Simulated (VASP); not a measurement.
Set up this calculation in VASP 6.6.1, as the native input.

| Property | Result |
| --- | --- |
| Task | band structure |
| Functional | PBEsol |
| Potentials or basis | VASP PAW PBE potentials, release 64 (Sr_sv, Nb_sv, Ti_sv, O) |
| Cutoff | 520 eV |
| k mesh | 6 × 6 × 6 |
| Occupations | gaussian, width 0.03 eV |
| Spin | no spin polarisation |
| Further INCAR settings | ALGO = Normal; EDIFF = 1e-07; NBANDS = 96 |

The structure of Sr4Ti3NbO12 lies in POSCAR:

```
Sr4Ti3NbO12                             
1.0
   -3.9275560221      3.9275560221      3.9275560221
    3.9275560221     -3.9275560221      3.9275560221
    3.9275560221      3.9275560221     -3.9275560221
  Sr              Nb              Ti              O             
     4     1     3    12
Direct
     0.5000000000000000    0.5000000000000000    0.5000000000000000
     0.0000000000000000    0.0000000000000000    0.5000000000000000
     0.0000000000000000    0.5000000000000000    0.0000000000000000
     0.5000000000000000    0.0000000000000000    0.0000000000000000
     0.0000000000000000    0.0000000000000000    0.0000000000000000
     0.5000000000000000    0.5000000000000000    0.0000000000000000
     0.5000000000000000    0.0000000000000000    0.5000000000000000
     0.0000000000000000    0.5000000000000000    0.5000000000000000
     0.0000000000000000    0.2507935011714366    0.2507935011714366
     0.5000000000000000    0.7500000000000000    0.2500000000000000
     0.5000000000000000    0.2500000000000000    0.7500000000000000
     0.0000000000000000    0.7492064988285634    0.7492064988285634
     0.2507935011714366    0.0000000000000000    0.2507935011714366
     0.7500000000000000    0.5000000000000000    0.2500000000000000
     0.7492064988285634    0.0000000000000000    0.7492064988285634
     0.2500000000000000    0.5000000000000000    0.7500000000000000
     0.2507935011714366    0.2507935011714366    0.0000000000000000
     0.7492064988285634    0.7492064988285634    0.0000000000000000
     0.7500000000000000    0.2500000000000000    0.5000000000000000
     0.2500000000000000    0.7500000000000000    0.5000000000000000
```

The cell was built by a generator and needn't be a form met in nature.

These files were run (other wordings do the same):

INCAR

```
SYSTEM = Sr4Ti3NbO12
PREC = Accurate
ENCUT = 520
EDIFF = 1E-7
ISMEAR = 0
SIGMA = 0.03
LREAL = .False.
LASPH = .True.
NELM = 80
ALGO = Normal
ISIF = 2
LWAVE = .False.
LCHARG = .False.
LMAXMIX = 4
GGA = PS
NBANDS = 96
ICORELEVEL = 1
KPAR = 4
```

KPOINTS

```
Automatic mesh
0
Gamma
  6 6 6
  0 0 0
```

KPOINTS_OPT

```
explicit points
4
Reciprocal
 0.0000000000  0.0000000000  0.0000000000 1
 0.5000000000 -0.5000000000  0.5000000000 1
 0.2500000000  0.2500000000  0.2500000000 1
 0.0000000000  0.0000000000  0.5000000000 1
```

Potentials or basis: VASP PAW PBE potentials, release 64 (Sr_sv, Nb_sv, Ti_sv, O).

Run with:

```sh
$ cat potpaw_PBE.64/Sr_sv/POTCAR potpaw_PBE.64/Nb_sv/POTCAR potpaw_PBE.64/Ti_sv/POTCAR potpaw_PBE.64/O/POTCAR > POTCAR
$ mpirun -np 4 vasp_std > vasp.out
```

It gave:

The pressure is 0.2 GPa. The band gap along the path is none (metal or under the smearing width).

Caveat: the PAW data sets were made with another functional, which shifts forces and pressure a little; an odd number of electrons without spin polarisation forces a metal; a magnetic or distorted state may lie lower; semilocal functionals often make such compounds metallic where correlation or magnetic order opens a gap, which also shifts bond lengths.

Run time: 2.5 min on 4 MPI ranks on Intel(R) Xeon(R) 6975P-C (Granite Rapids) (shared host), peak memory 0.74 GiB a rank.
